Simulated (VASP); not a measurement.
Set up this calculation in VASP 6.6.1, as the native input.

* Task: relaxation of cell and atoms
* Functional: PBE
* Dispersion: D3(BJ)
* Potentials or basis: VASP PAW PBE potentials, release 64 (Hg, Te)
* Cutoff: 600 eV
* k mesh: 10 × 10 × 10
* Occupations: gaussian, width 0.03 eV
* Spin: no spin polarisation
* Further INCAR settings: ALGO = Normal; EDIFF = 1e-06; IBRION = 2; EDIFFG = -0.01; NSW = 90; ISIF = 3

The structure of HgTe (Coloradoite) lies in POSCAR:

```
HgTe
1.0
    0.0000000000      3.2145000000      3.2145000000
    3.2145000000      0.0000000000      3.2145000000
    3.2145000000      3.2145000000      0.0000000000
Hg Te
1 1
Direct
    0.0000000000      0.0000000000      0.0000000000
    0.2500000000      0.2500000000      0.2500000000
```

The input as run:

INCAR

```
SYSTEM = HgTe
PREC     = Accurate       ! precision mode
ENCUT    = 600            ! plane-wave cutoff, eV
EDIFF    = 1E-6           ! SCF threshold, eV
ISMEAR   = 0              ! smearing method
SIGMA    = 0.03           ! smearing width, eV
LREAL    = .FALSE.        ! projectors in reciprocal space
LASPH    = .TRUE.         ! aspherical terms in the spheres
NELM     = 80             ! most SCF steps
ALGO     = Normal         ! electronic algorithm
ISIF     = 3              ! what is computed and relaxed
LWAVE    = .FALSE.        ! write WAVECAR
LCHARG   = .FALSE.        ! write CHGCAR
GGA      = PE             ! functional
IVDW     = 12             ! dispersion correction
IBRION   = 2              ! ionic algorithm
NSW      = 90             ! ionic steps
EDIFFG   = -0.01          ! ionic threshold
```

KPOINTS

```
Automatic mesh
0
G
  10 10 10
  0 0 0
```

Potentials or basis: VASP PAW PBE potentials, release 64 (Hg, Te).

Run with:

```sh
$ cat potpaw_PBE.64/Hg/POTCAR potpaw_PBE.64/Te/POTCAR > POTCAR
$ mpirun -np 1 vasp_std > vasp.out
```

It gave:

- Relaxed volume: 35.12 Å³/atom
- Relaxed cell: a = 4.631 Å, b = 4.631 Å, c = 4.631 Å, α = 60.00°, β = 60.00°, γ = 60.00°
- Space group after relaxing (to 0.05 Å): F-43m (No. 216)
- Energy gained by relaxing: 14.5 meV/atom
- Ionic steps: 3
- Pressure after relaxing: 0.0 GPa
- Band gap on the k mesh: none (metal or under the smearing width)
- Dispersion energy per atom: -0.344 eV

Caveat: pairwise dispersion overbinds metals, which lowers pressure and volume.

It took 43 s on 1 thread of Intel(R) Xeon(R) Platinum 8559C (Emerald Rapids), on a shared host, peak memory 0.25 GiB.
